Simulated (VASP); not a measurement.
The system is Ru.

```
Ru
1.0
     2.70783    0.00000    0.00000
    -1.35391    2.34505    0.00000
     0.00000    0.00000    4.26810
Ru
2
Direct
  0.33333 0.66667 0.25000
  0.66667 0.33333 0.75000
```

| Item | Value |
| --- | --- |
| Program | VASP 6.6.1 |
| Task | relaxation of cell and atoms |
| Functional | PBEsol |
| Potentials or basis | VASP PAW PBE potentials, release 64 (Ru_pv) |
| Cutoff | 600 eV |
| k mesh | 18 × 18 × 10 |
| Occupations | gaussian, width 0.1 eV |
| Spin | no spin polarisation |

At the start: pressure -5.8 GPa; volume 13.55 Å³/atom.

Where does the relaxation end?

Over 11 steps the energy falls by 4.5 meV/atom and the volume is 13.32 Å³/atom (-1.7 %); space group P6_3/mmc (No. 194, to 0.05 Å).

Step by step:
```tsv
step	energy change (eV)	largest force (eV/Å)	pressure (GPa)	volume (Å³)
1	0.0000	0.0000	-5.84	27.10
2	0.0829	0.0000	21.86	25.21
3	-0.0088	0.0000	-0.10	26.64
4	-0.0088	0.0000	0.03	26.63
5	-0.0088	0.0000	0.15	26.62
6	-0.0089	0.0000	0.11	26.62
7	-0.0089	0.0000	0.11	26.62
8	-0.0089	0.0000	0.12	26.62
9	-0.0089	0.0000	0.12	26.62
10	-0.0089	0.0000	-0.28	26.65
11	-0.0089	0.0000	0.01	26.63
```

Final structure:
```yaml
crystal:
  lattice:
    - [2.68923, 0.00000, 0.00000]
    - [-1.34462, 2.32894, 0.00000]
    - [0.00000, 0.00000, 4.25201]
  atoms:
    - { symbol: Ru, position: [0.33333, 0.66667, 0.25000] }
    - { symbol: Ru, position: [0.66667, 0.33333, 0.75000] }
```

Caveat: the PAW data sets were made with another functional, which shifts forces and pressure a little.
